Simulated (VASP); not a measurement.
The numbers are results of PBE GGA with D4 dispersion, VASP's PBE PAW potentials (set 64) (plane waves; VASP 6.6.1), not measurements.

VASP ran on this input.

INCAR:
```
SYSTEM = Ta
PREC = Accurate
ENCUT = 520
EDIFF = 1E-7
NELM = 100
ALGO = Normal
LREAL = .FALSE.
LASPH = .TRUE.
ISMEAR = -5
GGA = PE
IVDW = 13
LMAXMIX = 6
LWAVE = .FALSE.
LCHARG = .TRUE.
LORBIT = 11
NEDOS = 601
ISIF = 2
```

File KPOINTS:
```
Automatic mesh
0
G
  17 17 17
0 0 0
```

File POSCAR:
```
Ta
3.3048270
 -0.5000000654   0.5000000654   0.5000000654
  0.5000000654  -0.5000000654   0.5000000654
  0.5000000654   0.5000000654  -0.5000000654
Ta
1
Cartesian
  0.0000000000   0.0000000000   0.0000000000
```

POTCAR, in this order: Ta_pv (PBE.64 set). Program: vasp_std.

The resulting files:

### OUTCAR
```
 ion  position               nearest neighbor table
   1  0.000  0.000  0.000-
  LATTYP: Found a body centered cubic cell.
 ALAT       =     3.3048274320
 Subroutine PRICEL returns:
 Original cell was already a primitive cell.
 Subroutine GETGRP returns: Found 48 space group operations
The static configuration has the point symmetry O_h .
The dynamic configuration has the point symmetry O_h .
 Subroutine INISYM returns: Found 48 space group operations
 Subroutine IBZKPT returns following result:
 Found    165 irreducible k-points:

 Following reciprocal coordinates:
            Coordinates               Weight
  0.000000  0.000000  0.000000      1.000000
  0.058824  0.000000  0.000000     12.000000
  0.117647  0.000000  0.000000     12.000000
  0.176471  0.000000  0.000000     12.000000
  0.235294  0.000000  0.000000     12.000000
  0.294118  0.000000  0.000000     12.000000
  0.352941  0.000000  0.000000     12.000000
  0.411765  0.000000  0.000000     12.000000
  0.470588  0.000000  0.000000     12.000000
  0.058824  0.058824  0.000000     24.000000
  0.117647  0.058824  0.000000     48.000000
  0.176471  0.058824  0.000000     48.000000
  0.235294  0.058824  0.000000     48.000000
  0.294118  0.058824  0.000000     48.000000
  0.352941  0.058824  0.000000     48.000000
  0.411765  0.058824  0.000000     48.000000
  0.470588  0.058824  0.000000     24.000000
  0.117647  0.117647  0.000000     24.000000
  0.176471  0.117647  0.000000     48.000000
  0.235294  0.117647  0.000000     48.000000
  0.294118  0.117647  0.000000     48.000000
  0.352941  0.117647 -0.000000     48.000000
  0.411765  0.117647  0.000000     48.000000
  0.176471  0.176471  0.000000     24.000000
  0.235294  0.176471  0.000000     48.000000
  0.294118  0.176471  0.000000     48.000000
  0.352941  0.176471  0.000000     48.000000
  0.411765  0.176471  0.000000     24.000000
  0.235294  0.235294  0.000000     24.000000
  0.294118  0.235294  0.000000     48.000000
  0.352941  0.235294  0.000000     48.000000
  0.294118  0.294118  0.000000     24.000000
  0.352941  0.294118  0.000000     24.000000
  0.058824  0.058824  0.058824      8.000000
  0.117647  0.058824  0.058824     24.000000
  0.176471  0.058824  0.058824     24.000000
  0.235294  0.058824  0.058824     24.000000
  0.294118  0.058824  0.058824     24.000000
  0.352941  0.058824  0.058824     24.000000
  0.411765  0.058824  0.058824     24.000000
   k-points           NKPTS =    165   k-points in BZ     NKDIM =    165   number of bands    NBANDS=      9
   number of dos      NEDOS =    601   number of ions     NIONS =      1
   total plane-waves  NPLWV =  13824
   dimension x,y,z NGX =    24 NGY =   24 NGZ =   24
   dimension x,y,z NGXF=    48 NGYF=   48 NGZF=   48
   ions per type =               1
   PREC   = accura    normal or accurate (medium, high low for compatibility)
   ISTART =      0    job   : 0-new  1-cont  2-samecut
   ICHARG =      2    charge: 1-file 2-atom 10-const
   ISPIN  =      1    spin polarized calculation?
   LNONCOLLINEAR =      F non collinear calculations
   LSORBIT =      F    spin-orbit coupling
   INIWAV =      1    electr: 0-lowe 1-rand  2-diag
   ENCUT  =  520.0 eV  38.22 Ry    6.18 a.u.   5.32  5.32  5.32*2*pi/ulx,y,z
   NELM   =    100;   NELMIN=  2; NELMDL= -5     # of ELM steps
   EDIFF  = 0.1E-06   stopping-criterion for ELM
   LREAL  =      F    real-space projection
   NLSPLINE    = F    spline interpolate recip. space projectors
   LMAXMIX     =    6 max onsite mixed and CHGCAR
   VOSKOWN=      0    Vosko Wilk Nusair interpolation
...
```

OSZICAR:
```
       N       E                     dE             d eps       ncg     rms          rms(c)
DAV:   1     0.460556778263E+02    0.46056E+02   -0.65273E+03  2970   0.116E+03
DAV:   2    -0.115651180223E+02   -0.57621E+02   -0.56886E+02  3790   0.248E+02
DAV:   3    -0.122690295883E+02   -0.70391E+00   -0.68558E+00  3473   0.270E+01
DAV:   4    -0.122735594985E+02   -0.45299E-02   -0.45134E-02  3373   0.179E+00
DAV:   5    -0.122735911286E+02   -0.31630E-04   -0.31500E-04  3306   0.127E-01    0.134E+01
DAV:   6    -0.119187196208E+02    0.35487E+00   -0.39909E-01  3084   0.773E+00    0.655E+00
DAV:   7    -0.118119325311E+02    0.10679E+00   -0.32998E-01  3115   0.667E+00    0.387E-01
DAV:   8    -0.118106748825E+02    0.12576E-02   -0.39543E-03  3198   0.827E-01    0.113E-01
DAV:   9    -0.118106679912E+02    0.68913E-05   -0.14178E-04  3151   0.153E-01    0.327E-02
DAV:  10    -0.118106624096E+02    0.55816E-05   -0.47555E-06  3340   0.316E-02    0.542E-03
DAV:  11    -0.118106619606E+02    0.44897E-06   -0.24593E-07  3229   0.699E-03    0.520E-04
DAV:  12    -0.118106618858E+02    0.74766E-07   -0.23767E-09  1556   0.623E-04
   1 F= -.12129353E+02 E0= -.12129353E+02  d E =0.000000E+00
```

OUTCAR:
```
------------------------ aborting loop because EDIFF is reached ----------------------------------------
  Edisp (eV):   -0.31869
  FORCE on cell =-STRESS in cart. coord.  units (eV):
  Direction    XX          YY          ZZ          XY          YZ          ZX
  --------------------------------------------------------------------------------------
  Total       0.00406     0.00406     0.00406     0.00000     0.00000     0.00000
  in kB       0.36047     0.36047     0.36047     0.00000     0.00000     0.00000
  external pressure =        0.36 kB  Pullay stress =        0.00 kB
  volume of cell :       18.05
      direct lattice vectors                 reciprocal lattice vectors
    -1.652413716  1.652413716  1.652413716     0.000000000  0.302587660  0.302587660
     1.652413716 -1.652413716  1.652413716     0.302587660  0.000000000  0.302587660
     1.652413716  1.652413716 -1.652413716     0.302587660  0.302587660  0.000000000
 POSITION                                       TOTAL-FORCE (eV/Angst)
 -----------------------------------------------------------------------------------
      0.00000      0.00000      0.00000        -0.000000      0.000000     -0.000000
 -----------------------------------------------------------------------------------
    total drift:                               -0.000000      0.000000      0.000000
  FREE ENERGIE OF THE ION-ELECTRON SYSTEM (eV)
  ---------------------------------------------------
  free  energy   TOTEN  =       -12.1293531037 eV

  energy  without entropy=      -12.1293531037  energy(sigma->0) =      -12.12935310

 total charge

# of ion       s       p       d       tot
------------------------------------------
    1        0.371   6.171   2.387   8.929
```
(Selected blocks of OUTCAR.)

For a metal the tetrahedron method with Blöchl corrections gives inexact stress and forces.

The compound is Ta in the bcc structure. It was relaxed first.
